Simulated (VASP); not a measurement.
Computed with PBE GGA with D3 dispersion (Becke-Johnson damping), VASP's PBE PAW potentials (set 64) (plane waves; VASP).

Input for VASP

INCAR:
```
# general
SYSTEM =HgTe
PREC   =Accurate
ENCUT  =520
LREAL  =F
LASPH  =T

# electronic loop
EDIFF  =1E-7
NELM   =100
ALGO   =Normal
LMAXMIX=6

# smearing
ISMEAR =1
SIGMA  =0.1

# functional
GGA    =PE
IVDW   =12

# ions
ISIF   =2

# output
LWAVE  =F
LCHARG =F
```

### POSCAR
```
HgTe
6.6152170
  0.0000000000   0.4999999985   0.4999999985
  0.4999999985   0.0000000000   0.4999999985
  0.4999999985   0.4999999985   0.0000000000
Hg Te
1 1
Cartesian
  0.0000000000   0.0000000000   0.0000000000
  0.2499999993   0.2499999993   0.2499999993
```

KPOINTS:
```
Automatic
0
Gamma
 10 10 10
```

POTCAR, in this order: Hg Te (PBE.64 set). Program: vasp_std.

The resulting files:

**OSZICAR**
```
       N       E                     dE             d eps       ncg     rms          rms(c)
DAV:   1     0.108704168676E+03    0.10870E+03   -0.80712E+03  1222   0.119E+03
DAV:   2     0.707451090183E+00   -0.10800E+03   -0.10218E+03  1342   0.265E+02
DAV:   3    -0.380653840299E+01   -0.45140E+01   -0.44922E+01  1452   0.566E+01
DAV:   4    -0.385109884852E+01   -0.44560E-01   -0.44547E-01  1687   0.521E+00
DAV:   5    -0.385130046296E+01   -0.20161E-03   -0.20161E-03  1487   0.308E-01    0.682E+00
DAV:   6    -0.365473017942E+01    0.19657E+00   -0.48466E-01  1407   0.988E+00    0.550E+00
DAV:   7    -0.364914166430E+01    0.55885E-02   -0.10078E-01  1387   0.245E+00    0.212E+00
DAV:   8    -0.364858130314E+01    0.56036E-03   -0.98128E-03  1247   0.132E+00    0.552E-01
DAV:   9    -0.364862170670E+01   -0.40404E-04   -0.82024E-04  1477   0.351E-01    0.116E-01
DAV:  10    -0.364865322239E+01   -0.31516E-04   -0.93383E-05  1362   0.964E-02    0.516E-02
DAV:  11    -0.364866818790E+01   -0.14966E-04   -0.33380E-05  1312   0.481E-02    0.274E-02
DAV:  12    -0.364866695507E+01    0.12328E-05   -0.41668E-06  1442   0.171E-02    0.157E-02
DAV:  13    -0.364866692917E+01    0.25901E-07   -0.34028E-07  1357   0.411E-03
   1 F= -.43127488E+01 E0= -.43128176E+01  d E =0.206455E-03
```

OUTCAR:
```
------------------------ aborting loop because EDIFF is reached ----------------------------------------
 Edisp (eV)   -0.66408
  FORCE on cell =-STRESS in cart. coord.  units (eV):
  Direction    XX          YY          ZZ          XY          YZ          ZX
  --------------------------------------------------------------------------------------
  Total      -0.50611    -0.50611    -0.50611    -0.00000     0.00000    -0.00000
  in kB     -11.20431   -11.20431   -11.20431    -0.00000     0.00000    -0.00000
  external pressure =      -11.20 kB  Pullay stress =        0.00 kB
  volume of cell :       72.37
      direct lattice vectors                 reciprocal lattice vectors
     0.000000000  3.307608490  3.307608490    -0.151166621  0.151166621  0.151166621
     3.307608490  0.000000000  3.307608490     0.151166621 -0.151166621  0.151166621
     3.307608490  3.307608490  0.000000000     0.151166621  0.151166621 -0.151166621
 POSITION                                       TOTAL-FORCE (eV/Angst)
 -----------------------------------------------------------------------------------
      0.00000      0.00000      0.00000        -0.000000      0.000000      0.000000
      1.65380      1.65380      1.65380         0.000000      0.000000      0.000000
 -----------------------------------------------------------------------------------
    total drift:                               -0.000000     -0.000000     -0.000000
  FREE ENERGIE OF THE ION-ELECTRON SYSTEM (eV)
  ---------------------------------------------------
  free  energy   TOTEN  =        -4.3127488087 eV

  energy  without entropy=       -4.3129552636  energy(sigma->0) =       -4.31281763
```
(Selected blocks of OUTCAR.)

The compound is HgTe in the zinc blende structure. This cell is one point of a volume scan, at 1.03 of the reference volume.
